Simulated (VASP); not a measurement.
LiCl (rock salt), at 0.96 of the tabulated volume:

```yaml
crystal:
  lattice:
    - [0.00000, 2.53527, 2.53527]
    - [2.53527, 0.00000, 2.53527]
    - [2.53527, 2.53527, 0.00000]
  atoms:
    - { symbol: Li, position: [0.00000, 0.00000, 0.00000] }
    - { symbol: Cl, position: [0.50000, 0.50000, 0.50000] }
```

The lowest empty band near Γ, direction [110], from PBE with spin-orbit coupling in VASP (PAW); its two spin partners are averaged. The gap over the points computed is 6.50 eV, and the next band on that side lies 5.42 eV away at the edge.

Settings: 520 eV cut-off, 10×10×10 Γ-centred mesh, Gaussian smearing of 0.050 eV, potentials Li_sv Cl.

| distance from the edge in k (1/Å) | distance in energy (meV) |
|---|---|
| 0.025 | 5.0 |
| 0.035 | 9.8 |
| 0.050 | 20.0 |
| 0.070 | 39.0 |

**Question.** Fit E(1 + αE) = ħ²k²/2m* (ħ²/2m0 = 3.810 eV Å²) and predict the row at 0.095 1/Å.

**Answer.** The rows don't resolve α, so a parabola serves: the electron mass is m* = 0.478 m0, and so 71.9 meV. The run gave 71.1 meV, -0.8 meV from the fit.

Left out are points under 3 meV from the edge, since the levels carry 0.1 meV, and points farther than half the way to the next band.

The compound is LiCl in the rock salt structure. The cell was not relaxed at this level.
